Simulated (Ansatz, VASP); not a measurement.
# HfO2: VASP beside Ansatz, part 2 of 2

One calculation is typed for both programs; each brings its own data sets. How far apart do they land? The cell is taken from a series of runs on this material, whose earlier steps may have relaxed, scaled, displaced or heated it; both programs get it as it stands.

VASP 6.6.1 and Ansatz 0.2.0.

So far: Starting point; Ansatz: zone-centre phonons, LDA; VASP: zone-centre phonons, LDA.

### 3. VASP: zone-centre phonons, LDA (continued)

Level of this step: LDA; plane waves and PAW (O, Hf_pv) (VASP).

Numbers of over 12 decimals in the logs are rounded to 6 here.

Parts of OUTCAR (step 3):

```text
ion  position               nearest neighbor table
   1  0.442  0.759  0.479-   9 2.10  10 2.12  12 2.18  11 2.22
   2  0.558  0.259  0.021-  10 2.10   9 2.12  11 2.18  12 2.22
   3  0.558  0.241  0.521-  11 2.10  12 2.12  10 2.18   9 2.22
   4  0.442  0.741  0.979-  12 2.10  11 2.12   9 2.18  10 2.22
   5  0.071  0.333  0.347-   9 1.99  10 2.01  12 2.13
   6  0.929  0.833  0.153-  10 1.99   9 2.01  11 2.13
   7  0.929  0.667  0.653-  11 1.99  12 2.01  10 2.13
   8  0.071  0.167  0.847-  12 1.99  11 2.01   9 2.13
   9  0.280  0.043  0.209-   5 1.99   6 2.01   1 2.10   2 2.12   8 2.13   4 2.18   3 2.22  11 3.29
                            10 3.32  10 3.32  11 3.38  12 3.38  12 3.38  11 3.52  10 3.82  10 3.82
  10  0.720  0.543  0.291-   6 1.99   5 2.01   2 2.10   1 2.12   7 2.13   3 2.18   4 2.22  12 3.29
                             9 3.32   9 3.32  12 3.38  11 3.38  11 3.38  12 3.52   9 3.82   9 3.82
  11  0.720  0.957  0.791-   7 1.99   8 2.01   3 2.10   4 2.12   6 2.13   2 2.18   1 2.22   9 3.29
                            12 3.32  12 3.32   9 3.38  10 3.38  10 3.38   9 3.52  12 3.82  12 3.82
  12  0.280  0.457  0.709-   8 1.99   7 2.01   4 2.10   3 2.12   5 2.13   1 2.18   2 2.22  10 3.29
                            11 3.32  11 3.32  10 3.38   9 3.38   9 3.38  10 3.52  11 3.82  11 3.82

  LATTYP: Found a simple monoclinic cell.
 ALAT       =     4.9468410323
 B/A-ratio  =     1.0183911430
 C/A-ratio  =     1.0741857827
 COS(beta)  =    -0.1567380465

 Subroutine GETGRP returns: Found  4 space group operations
 (whereof  2 operations were pure point group operations)

The static configuration has the point symmetry S_2 .
 The point group associated with its full space group is C_2h.

 Found     30 irreducible k-points:

   k-points           NKPTS =     30   k-points in BZ     NKDIM =     30   number of bands    NBANDS=     56

   dimension x,y,z NGX =    40 NGY =   40 NGZ =   42
   dimension x,y,z NGXF=    80 NGYF=   80 NGZF=   84

   ENCUT  =  600.0 eV  44.10 Ry    6.64 a.u.   9.88 10.06 10.61*2*pi/ulx,y,z

   NELECT =      88.0000    total number of electrons

 k-points in reciprocal lattice and weights: Automatic mesh
   0.00000000  0.00000000  0.00000000       0.016
   0.25000000  0.00000000 -0.00000000       0.031
   0.50000000  0.00000000 -0.00000000       0.016
   0.00000000  0.25000000  0.00000000       0.031
   0.25000000  0.25000000 -0.00000000       0.062
   0.50000000  0.25000000 -0.00000000       0.031
   0.00000000  0.50000000  0.00000000       0.016
   0.25000000  0.50000000 -0.00000000       0.031
   0.50000000  0.50000000 -0.00000000       0.016
[...]
0.25000000  0.50000000  0.50000000       0.031
   0.50000000  0.50000000  0.50000000       0.016

 average (electrostatic) potential at core
       1 -71.4138       2 -71.4138       3 -71.4138       4 -71.4138       5 -70.9313
       6 -70.9313       7 -70.9313       8 -70.9313       9 -37.3716      10 -37.3716
      11 -37.3716      12 -37.3716

   2 f  =   23.063697 THz   144.913483 2PiTHz  769.322129 cm-1    95.383745 meV
             X         Y         Z           dx          dy          dz
      1.786850  3.822155  2.513946    -0.215674    0.030979   -0.037660
      2.744419  1.303245  0.108630    -0.215674   -0.030979   -0.037660
      2.328848  1.215665  2.732842    -0.215674    0.030979   -0.037660
      1.371278  3.734574  5.138158    -0.215674   -0.030979   -0.037660
      0.064193  1.678982  1.820663     0.363779   -0.255771    0.036222
      4.467076  4.197891  0.801913     0.363779    0.255771    0.036222
      4.051504  3.358838  3.426125     0.363779   -0.255771    0.036222
     -0.351379  0.839928  4.444875     0.363779    0.255771    0.036222
      1.209034  0.216331  1.096273    -0.044356   -0.008512    0.000432
      3.322235  2.735240  1.526303    -0.044356    0.008512    0.000432
      2.906663  4.821488  4.150515    -0.044356   -0.008512    0.000432
      0.793462  2.302579  3.720485    -0.044356    0.008512    0.000432

   3 f  =   21.379649 THz   134.332299 2PiTHz  713.148343 cm-1    88.419086 meV
             X         Y         Z           dx          dy          dz
      1.786850  3.822155  2.513946    -0.095367    0.118707   -0.072998
      2.744419  1.303245  0.108630     0.095367    0.118707    0.072998
      2.328848  1.215665  2.732842     0.095367   -0.118707    0.072998
      1.371278  3.734574  5.138158    -0.095367   -0.118707   -0.072998
      0.064193  1.678982  1.820663    -0.359200    0.286828    0.085540
      4.467076  4.197891  0.801913     0.359200    0.286828   -0.085540
      4.051504  3.358838  3.426125     0.359200   -0.286828   -0.085540
     -0.351379  0.839928  4.444875    -0.359200   -0.286828    0.085540
      1.209034  0.216331  1.096273     0.013925   -0.051571   -0.004420
      3.322235  2.735240  1.526303    -0.013925   -0.051571    0.004420
      2.906663  4.821488  4.150515    -0.013925    0.051571    0.004420
      0.793462  2.302579  3.720485     0.013925    0.051571   -0.004420

   4 f  =   20.040753 THz   125.919762 2PiTHz  668.487550 cm-1    82.881856 meV
             X         Y         Z           dx          dy          dz
      1.786850  3.822155  2.513946    -0.013966   -0.117737    0.412942
      2.744419  1.303245  0.108630     0.013966   -0.117737   -0.412942
      2.328848  1.215665  2.732842    -0.013966   -0.117737    0.412942
      1.371278  3.734574  5.138158     0.013966   -0.117737   -0.412942
      0.064193  1.678982  1.820663    -0.111305    0.147640    0.176314
      4.467076  4.197891  0.801913     0.111305    0.147640   -0.176314
      4.051504  3.358838  3.426125    -0.111305    0.147640    0.176314
     -0.351379  0.839928  4.444875     0.111305    0.147640   -0.176314
      1.209034  0.216331  1.096273    -0.004097   -0.008937    0.007247
      3.322235  2.735240  1.526303     0.004097   -0.008937   -0.007247
      2.906663  4.821488  4.150515    -0.004097   -0.008937    0.007247
      0.793462  2.302579  3.720485     0.004097   -0.008937   -0.007247

   5 f  =   19.752671 THz   124.109695 2PiTHz  658.878199 cm-1    81.690449 meV
             X         Y         Z           dx          dy          dz
      1.786850  3.822155  2.513946    -0.093210    0.400359   -0.204139
      2.744419  1.303245  0.108630    -0.093210   -0.400359   -0.204139
      2.328848  1.215665  2.732842     0.093210   -0.400359    0.204139
      1.371278  3.734574  5.138158     0.093210    0.400359    0.204139
      0.064193  1.678982  1.820663    -0.177977    0.060803   -0.054134
      4.467076  4.197891  0.801913    -0.177977   -0.060803   -0.054134
      4.051504  3.358838  3.426125     0.177977   -0.060803    0.054134
     -0.351379  0.839928  4.444875     0.177977    0.060803    0.054134
      1.209034  0.216331  1.096273     0.030437   -0.009600    0.005420
      3.322235  2.735240  1.526303     0.030437    0.009600    0.005420
      2.906663  4.821488  4.150515    -0.030437    0.009600   -0.005420
      0.793462  2.302579  3.720485    -0.030437   -0.009600   -0.005420

   6 f  =   19.420898 THz   122.025100 2PiTHz  647.811422 cm-1    80.318344 meV
             X         Y         Z           dx          dy          dz
      1.786850  3.822155  2.513946    -0.153850    0.037964    0.121791
      2.744419  1.303245  0.108630     0.153850    0.037964   -0.121791
      2.328848  1.215665  2.732842    -0.153850    0.037964    0.121791
      1.371278  3.734574  5.138158     0.153850    0.037964   -0.121791
      0.064193  1.678982  1.820663     0.385741   -0.196332    0.136915
      4.467076  4.197891  0.801913    -0.385741   -0.196332   -0.136915
      4.051504  3.358838  3.426125     0.385741   -0.196332    0.136915
     -0.351379  0.839928  4.444875    -0.385741   -0.196332   -0.136915
      1.209034  0.216331  1.096273     0.012767    0.047409    0.039462
      3.322235  2.735240  1.526303    -0.012767    0.047409   -0.039462
      2.906663  4.821488  4.150515     0.012767    0.047409    0.039462
      0.793462  2.302579  3.720485    -0.012767    0.047409   -0.039462

   7 f  =   18.220001 THz   114.479644 2PiTHz  607.753822 cm-1    75.351837 meV
             X         Y         Z           dx          dy          dz
      1.786850  3.822155  2.513946     0.023033   -0.470673    0.080577
      2.744419  1.303245  0.108630    -0.023033   -0.470673   -0.080577
      2.328848  1.215665  2.732842    -0.023033    0.470673   -0.080577
      1.371278  3.734574  5.138158     0.023033    0.470673    0.080577
      0.064193  1.678982  1.820663    -0.082738    0.112061    0.025283
      4.467076  4.197891  0.801913     0.082738    0.112061   -0.025283
      4.051504  3.358838  3.426125     0.082738   -0.112061   -0.025283
     -0.351379  0.839928  4.444875    -0.082738   -0.112061    0.025283
      1.209034  0.216331  1.096273     0.009849    0.007131   -0.035407
      3.322235  2.735240  1.526303    -0.009849    0.007131    0.035407
      2.906663  4.821488  4.150515    -0.009849   -0.007131    0.035407
      0.793462  2.302579  3.720485     0.009849   -0.007131   -0.035407

   8 f  =   16.350159 THz   102.731077 2PiTHz  545.382587 cm-1    67.618792 meV
             X         Y         Z           dx          dy          dz
      1.786850  3.822155  2.513946     0.118445   -0.196196   -0.428084
      2.744419  1.303245  0.108630     0.118445    0.196196   -0.428084
      2.328848  1.215665  2.732842    -0.118445    0.196196    0.428084
      1.371278  3.734574  5.138158    -0.118445   -0.196196    0.428084
      0.064193  1.678982  1.820663     0.019459   -0.000816   -0.109672
      4.467076  4.197891  0.801913     0.019459    0.000816   -0.109672
      4.051504  3.358838  3.426125    -0.019459    0.000816    0.109672
     -0.351379  0.839928  4.444875    -0.019459   -0.000816    0.109672
      1.209034  0.216331  1.096273    -0.018339   -0.014821    0.035479
    [... 421 further lines ...]
      2.906663  4.821488  4.150515    -0.129683    0.000070    0.441701
      0.793462  2.302579  3.720485    -0.129683   -0.000070    0.441701

 MACROSCOPIC STATIC DIELECTRIC TENSOR IONIC CONTRIBUTION
 ------------------------------------------------------
          13.370298    -0.000000     1.209622
          -0.000000    11.914060     0.000000
           1.209622     0.000000     9.608757
 ------------------------------------------------------

 ELASTIC MODULI CONTR FROM IONIC RELAXATION (kBar)
 Direction    XX          YY          ZZ          XY          YZ          ZX
 --------------------------------------------------------------------------------
 XX       -1486.0794     90.6536   -703.1717     -0.0000      0.0000     28.4053
 YY          90.6536   -233.6210    316.0151     -0.0000      0.0000   -108.2378
 ZZ        -703.1717    316.0151  -1398.7877      0.0000     -0.0000    116.7701
 XY           0.0000     -0.0000      0.0000   -534.9199    112.2564     -0.0000
 YZ          -0.0000     -0.0000     -0.0000    112.2564   -299.9133     -0.0000
 ZX          28.4053   -108.2378    116.7701     -0.0000     -0.0000   -317.2643
 --------------------------------------------------------------------------------

 PIEZOELECTRIC TENSOR IONIC CONTR  for field in x, y, z        (C/m^2)
          XX          YY          ZZ          XY          YZ          ZX
  --------------------------------------------------------------------------------
  x    -0.00000     0.00000     0.00000     0.00000    -0.00000    -0.00000
  y     0.00000    -0.00000     0.00000    -0.00000     0.00000    -0.00000
  z     0.00000    -0.00000     0.00000     0.00000    -0.00000    -0.00000
```

Harder data sets than Hf_pv exist (the GW ones), and pressures, volumes and forces can shift noticeably with them.

### 4. Side by side

Known differences besides the potentials themselves: the two LDA forms differ slightly; fixed occupations in Ansatz, narrow Gaussian smearing in VASP; the data sets hold 152 valence electrons in Ansatz (on its PAW soft_1 files) and 88 in VASP; the cutoff is 420 eV in Ansatz and 600 eV in VASP; VASP's log shows a relativistic correction to its local exchange, Ansatz's none. Total energies have different zeros and are not compared.

Both answers:

```tsv
quantity	Ansatz	VASP	difference
ε∞ xx	5.05	4.99	+1.19 %
ε∞ yy	5.10	5.03	+1.21 %
ε∞ zz	4.81	4.76	+1.15 %
Born charge of O1 (mean of the diagonal) (e)	-2.57	-2.55	-0.01
Born charge of Hf9 (mean of the diagonal) (e)	5.17	5.14	+0.03
optical mode 1 (cm⁻¹)	90.5	101.2	-10.58 %
optical mode 2 (cm⁻¹)	134.9	136.4	-1.09 %
optical mode 3 (cm⁻¹)	137.2	138.6	-0.96 %
optical mode 4 (cm⁻¹)	138.9	139.5	-0.43 %
optical mode 5 (cm⁻¹)	149.2	150.6	-0.88 %
optical mode 6 (cm⁻¹)	177.1	178.0	-0.49 %
optical mode 7 (cm⁻¹)	191.5	191.9	-0.20 %
optical mode 8 (cm⁻¹)	228.4	232.0	-1.58 %
optical mode 9 (cm⁻¹)	241.2	247.3	-2.44 %
optical mode 10 (cm⁻¹)	250.8	249.9	+0.37 %
optical mode 11 (cm⁻¹)	258.5	258.4	+0.03 %
optical mode 12 (cm⁻¹)	262.1	262.5	-0.18 %
optical mode 13 (cm⁻¹)	322.2	326.6	-1.34 %
optical mode 14 (cm⁻¹)	336.9	335.4	+0.46 %
optical mode 15 (cm⁻¹)	349.2	348.8	+0.11 %
optical mode 16 (cm⁻¹)	360.2	357.8	+0.68 %
optical mode 17 (cm⁻¹)	371.1	369.5	+0.43 %
optical mode 18 (cm⁻¹)	399.9	399.0	+0.22 %
optical mode 19 (cm⁻¹)	421.1	421.7	-0.15 %
optical mode 20 (cm⁻¹)	434.3	434.4	-0.04 %
optical mode 21 (cm⁻¹)	438.5	435.0	+0.80 %
```

Modes are paired by rising frequency, not by their patterns, so a pair may set unlike modes beside each other; they are those without the splitting of longitudinal modes.

### 5. Outcome

```
r.m.s. difference of the optical zone-centre modes, each program's sorted by frequency (zone-centre phonons, LDA) : 2.6 cm⁻¹
difference in optical mode 1 (zone-centre phonons, LDA)                                                           : -10.6 %
```

What this shows: The r.m.s. difference of the optical zone-centre modes, each program's sorted by frequency is 2.6 cm⁻¹ (zone-centre phonons, LDA). The data sets hold unlike numbers of valence electrons (152 in Ansatz and 88 in VASP), so part of the differences may come from the potentials. Among the rows given in per cent, the largest difference of the zone-centre phonons, LDA pair is in optical mode 1, -10.6 %. What causes the difference of the zone-centre phonons, LDA pair stays open here. Such differences can come from data sets, numerical settings and the points named under the comparisons, not from the functional's error against experiment.

[Lines on the potential files, build, host, timing and source positions are cut from VASP's logs without a mark.]

[Logs are printed without paths, hosts, clocks, repeated set-up lines and the standing remarks that a program may print on its own settings, such as how far it seeks lower states.]

[Hosts, paths, dates, database ids (printed as entryN), source tags and the programs' standing remarks are cut or masked in the printed files.]
